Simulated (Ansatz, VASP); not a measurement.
## BaLiF3 in VASP and in Ansatz

INCAR

```
PREC = Accurate
ENCUT = 520
EDIFF = 1E-7
ISMEAR = 0
SIGMA = 0.05
LREAL = False
LASPH = True
NELM = 100
ALGO = Normal
ISIF = 2
LWAVE = False
LCHARG = True
GGA = CA
LELF = True
LVHAR = True
NBANDS = 25
```

File KPOINTS:

```
Automatic mesh
0
Gamma
  6 6 6
```

POSCAR

```
BaLiF3
1.0
    4.0484103646      0.0000000000      0.0000000000
    0.0000000000      4.0484103646      0.0000000000
    0.0000000000      0.0000000000      3.9287529154
Ba Li F
1 1 3
Direct
    0.0000000000      0.0000000000      0.0000000000
    0.5000000000      0.5000000000      0.5000000000
    0.0000000000      0.5000000000      0.5000000000
    0.5000000000      0.5000000000      0.0000000000
    0.5000000000      0.0000000000      0.5000000000
```

Input for Ansatz:

```yaml
crystal:
  lattice:
    - [4.0484103646, 0.0, 0.0]
    - [0.0, 4.0484103646, 0.0]
    - [0.0, 0.0, 3.9287529154]
  atoms:
    - { symbol: Ba, position: [0.0, 0.0, 0.0] }
    - { symbol: Li, position: [0.5, 0.5, 0.5] }
    - { symbol: F, position: [0.0, 0.5, 0.5] }
    - { symbol: F, position: [0.5, 0.5, 0.0] }
    - { symbol: F, position: [0.5, 0.0, 0.5] }
basis:
  ecutwfc: 420
kpoints:
  mp_grid: { grid: [6, 6, 6] }
hamiltonian:
  xc: lda
scf:
  occupations: { method: gaussian, width: 0.05 }
output:
  forces: true
  stress: true
  eigenvalues: true
```

Change from the starting cell: strain +0.015 along x and y, -0.015 along z, atoms carried along.

Alike in both runs: task single point; functional LDA; k mesh 6 × 6 × 6; occupations gaussian, width 0.05 eV; no spin polarisation.

```csv
,VASP,Ansatz
version,VASP 6.6.1,Ansatz 0.2.0
potentials or method,"VASP PAW LDA potentials, release 64 (Ba_sv, Li_sv, F)","scalar-relativistic, plane waves, PAW"
plane-wave cutoff (eV),520,420
valence electrons in the cell,34,34
```

|  | VASP | Ansatz | Ansatz less VASP |
| --- | --- | --- | --- |
| gap on the k mesh at the Fermi level (eV) | 6.29 | 6.38 | +0.094 |
| least direct gap on the mesh (eV) | 6.29 | 6.38 | +0.094 |

Caveats: spin-orbit coupling is left out, which moves the levels of the heavy elements. A k mesh can miss the band edges.
